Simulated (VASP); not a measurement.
A run of VASP 6.6.1:

INCAR

```
SYSTEM = Mg2Pd3Se2
ALGO     = Fast           ! electronic algorithm
EDIFF    = 1E-7           ! SCF threshold, eV
ENCUT    = 520            ! plane-wave cutoff, eV
GGA      = PE             ! functional
ISIF     = 2              ! what is computed and relaxed
ISMEAR   = -1             ! smearing method
LASPH    = .TRUE.         ! aspherical terms in the spheres
LCHARG   = .FALSE.        ! write CHGCAR
LREAL    = .FALSE.        ! projectors in reciprocal space
LWAVE    = .FALSE.        ! write WAVECAR
NBANDS   = 59             ! bands
NELM     = 60             ! most SCF steps
PREC     = Accurate       ! precision mode
SIGMA    = 0.05           ! smearing width, eV
```

Contents of KPOINTS:

```
k-points
0
G
  2 3 3
  0 0 0
```

File POSCAR:

```
Mg2Pd3Se2
1.0
    6.4357530000      0.2110000000     -3.9674270000
   -0.0166990000      6.4234120000     -0.0308630000
    1.0569120000     -0.5100480000      5.0833690000
Mg Se Pd
4 4 6
Direct
    1.0549153256      0.7856317693      0.7263270675
    0.3564669134      0.0983810670      0.1319417873
    0.8571740157      0.2414852699      0.8410778941
    0.7458496898      0.4819546720      0.3561051272
    0.1331934869      0.4561975398      0.1985687171
    0.7085719055      0.0486237664      0.3395232541
    0.8050757375      0.7253962383      0.0283853330
    0.1126591567      0.1015580719      0.3978045597
    0.2182685303      0.8065072513      0.2534898988
    0.5830198709      0.8775796347      0.6223468172
    0.5573041503      0.2692006854      0.8837013158
    0.4591941063      0.4673239313      0.4417586278
    0.4837611037      0.6823495565      0.0049091889
    0.1870696253      0.3510376178      0.7890373798
```

Potentials or basis: VASP PAW PBE potentials, release 64 (Mg, Se, Pd).

Launch:

```sh
$ cat potpaw_PBE.64/Mg/POTCAR potpaw_PBE.64/Se/POTCAR potpaw_PBE.64/Pd/POTCAR > POTCAR
$ mpirun -np 1 vasp_std > vasp.out
```

Hardware: 1 thread of AMD EPYC 7R43 64-Core Processor (Zen 3), on a shared host.

Task: How long does it take, and how much memory?

Result: Run time: 5.3 min on 1 thread of AMD EPYC 7R43 64-Core Processor (Zen 3), with other jobs on the host, peak memory 0.36 GiB. Counts: scf iterations 18, k points 10.
